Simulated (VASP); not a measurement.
Given:

```yaml
crystal:
  lattice:
    - [4.69327, -8.12898, 0.00000]
    - [4.69327, 8.12898, 0.00000]
    - [0.00000, 0.00000, 10.01920]
  atoms:
    - { symbol: Al, position: [0.22196, 0.11066, 0.24925] }
    - { symbol: Al, position: [0.11124, 0.22223, 0.99963] }
    - { symbol: Al, position: [0.22174, 0.11031, 0.75044] }
    - { symbol: Al, position: [0.11124, 0.22007, 0.50048] }
    - { symbol: Al, position: [0.22371, 0.44515, 0.24798] }
    - { symbol: Al, position: [0.11120, 0.55550, 0.99955] }
    - { symbol: Al, position: [0.21969, 0.44296, 0.74872] }
    - { symbol: Al, position: [0.11121, 0.55725, 0.50058] }
    - { symbol: Al, position: [0.22197, 0.77765, 0.24931] }
    - { symbol: Al, position: [0.11099, 0.88871, 0.99983] }
    - { symbol: Al, position: [0.22182, 0.77769, 0.75047] }
    - { symbol: Al, position: [0.11070, 0.88836, 0.49982] }
    - { symbol: Al, position: [0.55599, 0.11116, 0.24913] }
    - { symbol: Al, position: [0.44428, 0.22224, 0.99963] }
    - { symbol: Al, position: [0.55545, 0.11079, 0.75030] }
    - { symbol: Al, position: [0.44193, 0.22005, 0.50050] }
    - { symbol: Al, position: [0.55440, 0.44501, 0.24801] }
    - { symbol: Al, position: [0.44424, 0.55530, 0.99910] }
    - { symbol: Al, position: [0.55617, 0.44286, 0.74870] }
    - { symbol: Al, position: [0.55452, 0.77568, 0.24800] }
    - { symbol: Al, position: [0.44431, 0.88846, 0.99973] }
    - { symbol: Al, position: [0.55625, 0.77939, 0.74874] }
    - { symbol: Al, position: [0.44198, 0.88794, 0.50054] }
    - { symbol: Al, position: [0.88845, 0.11116, 0.24903] }
    - { symbol: Al, position: [0.77773, 0.22217, 0.99962] }
    - { symbol: Al, position: [0.88851, 0.11082, 0.75020] }
    - { symbol: Al, position: [0.77748, 0.22185, 0.50057] }
    - { symbol: Al, position: [0.88841, 0.44384, 0.24908] }
    - { symbol: Al, position: [0.77734, 0.55546, 0.99975] }
    - { symbol: Al, position: [0.88841, 0.44403, 0.75025] }
    - { symbol: Al, position: [0.77901, 0.55726, 0.50056] }
    - { symbol: Al, position: [0.88891, 0.77771, 0.24938] }
    - { symbol: Al, position: [0.77741, 0.88848, 0.99963] }
    - { symbol: Al, position: [0.88891, 0.77759, 0.75059] }
    - { symbol: Al, position: [0.77905, 0.88799, 0.50060] }
    - { symbol: N, position: [0.22179, 0.11049, 0.44077] }
    - { symbol: N, position: [0.11149, 0.22318, 0.19223] }
    - { symbol: N, position: [0.22221, 0.11114, 0.94161] }
    - { symbol: N, position: [0.11097, 0.22183, 0.69068] }
    - { symbol: N, position: [0.23523, 0.45072, 0.44462] }
    - { symbol: N, position: [0.11142, 0.55479, 0.19212] }
    - { symbol: N, position: [0.22319, 0.44483, 0.93925] }
    - { symbol: N, position: [0.11094, 0.55536, 0.69080] }
    - { symbol: N, position: [0.22185, 0.77737, 0.44083] }
    - { symbol: N, position: [0.11096, 0.88866, 0.19132] }
    - { symbol: N, position: [0.22230, 0.77759, 0.94161] }
    - { symbol: N, position: [0.11072, 0.88843, 0.69111] }
    - { symbol: N, position: [0.55538, 0.11069, 0.44120] }
    - { symbol: N, position: [0.44491, 0.22309, 0.19224] }
    - { symbol: N, position: [0.55512, 0.11074, 0.94160] }
    - { symbol: N, position: [0.44399, 0.22175, 0.69070] }
    - { symbol: N, position: [0.54843, 0.45065, 0.44467] }
    - { symbol: N, position: [0.44417, 0.55526, 0.18971] }
    - { symbol: N, position: [0.55478, 0.44480, 0.93927] }
    - { symbol: N, position: [0.44401, 0.55504, 0.67967] }
    - { symbol: N, position: [0.54849, 0.76389, 0.44464] }
    - { symbol: N, position: [0.44496, 0.88812, 0.19232] }
    - { symbol: N, position: [0.55477, 0.77635, 0.93932] }
    - { symbol: N, position: [0.44408, 0.88831, 0.69072] }
    - { symbol: N, position: [0.88847, 0.11072, 0.44114] }
    - { symbol: N, position: [0.77771, 0.22212, 0.19111] }
    - { symbol: N, position: [0.88893, 0.11078, 0.94149] }
    - { symbol: N, position: [0.77750, 0.22191, 0.69146] }
    - { symbol: N, position: [0.88851, 0.44398, 0.44119] }
    - { symbol: N, position: [0.77638, 0.55482, 0.19233] }
    - { symbol: N, position: [0.88888, 0.44473, 0.94153] }
    - { symbol: N, position: [0.77728, 0.55535, 0.69074] }
    - { symbol: N, position: [0.88857, 0.77744, 0.44089] }
    - { symbol: N, position: [0.77647, 0.88816, 0.19220] }
    - { symbol: N, position: [0.88851, 0.77752, 0.94172] }
    - { symbol: N, position: [0.77731, 0.88829, 0.69079] }
    - { symbol: Si, position: [0.44404, 0.55500, 0.50092] }
```
Cell charge +1.

Computed with HSE06 screened hybrid, VASP's PBE PAW potentials (set 64) (plane waves; VASP). Settings: PREC = Normal, LREAL = Auto, ISYM = 0, NELECT = 288.0, EDIFF = 1E-5, 400 eV cut-off, 1×1×1 Γ-centred mesh, Gaussian smearing of 0.050 eV, potentials Al N Si.

The cell is charged, with a uniform compensating background. The supercell is sampled at Γ alone, which is coarse: total energies, pressure and levels can be off, energies of defects by several tenths of an eV.

Question: What does the run give for the energy per atom (σ→0)?

Answer: 
energy per atom (σ→0): -8.833 eV/atom

Only differences to runs with the same potentials and settings are physical.

The cell is a supercell with a defect, built from AlN (wurtzite): Si_Al, charge +1. The cell's shape comes from a PBE relaxation. The run is not spin-polarised, so no state with unpaired spins was tried.
